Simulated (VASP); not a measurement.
Set up this calculation in VASP 6.6.1, as the native input.

* Task: relaxation of cell and atoms
* Functional: LDA
* Potentials or basis: VASP PAW LDA potentials, release 64 (Bi_d)
* Cutoff: 600 eV
* k mesh: 10 × 10 × 10
* Occupations: methfessel-paxton, width 0.1 eV
* Spin: no spin polarisation
* Further INCAR settings: ALGO = Normal; EDIFF = 1e-06; IBRION = 2; EDIFFG = -0.01; NSW = 90; ISIF = 3

The structure of Bi lies in POSCAR:

```
Bi
1.0
    2.2675000000      1.3091417354      3.9380000000
   -2.2675000000      1.3091417354      3.9380000000
    0.0000000000     -2.6182834708      3.9380000000
Bi
2
Direct
    0.2340000000      0.2340000000      0.2340000000
    0.7660000000      0.7660000000      0.7660000000
```

These files were run (other wordings do the same):

INCAR

```
SYSTEM = Bi
PREC = Accurate
ENCUT = 600
EDIFF = 1E-6
ISMEAR = 1
SIGMA = 0.1
LREAL = .False.
LASPH = .True.
NELM = 80
ALGO = Normal
ISIF = 3
LWAVE = .False.
LCHARG = .False.
GGA = CA
IBRION = 2
NSW = 90
EDIFFG = -0.01
```

KPOINTS

```
regular mesh
0
Gamma
  10 10 10
  0 0 0
```

Potentials or basis: VASP PAW LDA potentials, release 64 (Bi_d).

The run is started by

```console
$ cat potpaw_LDA.64/Bi_d/POTCAR > POTCAR
$ mpirun -np 1 vasp_std > vasp.out
```

It gave:

```json
{"Relaxed volume": "33.58 Å³/atom", "Relaxed cell": "a = 4.630 Å, b = 4.630 Å, c = 4.630 Å, α = 58.12°, β = 58.12°, γ = 58.12°", "Space group after relaxing (to 0.05 Å)": "R-3m (No. 166)", "Energy gained by relaxing": "8.3 meV/atom", "Ionic steps": "10", "Pressure after relaxing": "0.0 GPa", "Largest force after relaxing": "0.006 eV/Å", "Band gap on the k mesh": "none (metal or under the smearing width)"}
```

Caveat: spin-orbit coupling is left out, which moves the levels of the heavy elements.

Wall time 7.3 min on 1 thread of Intel(R) Xeon(R) 6975P-C (Granite Rapids), on a shared host, peak memory 0.31 GiB.
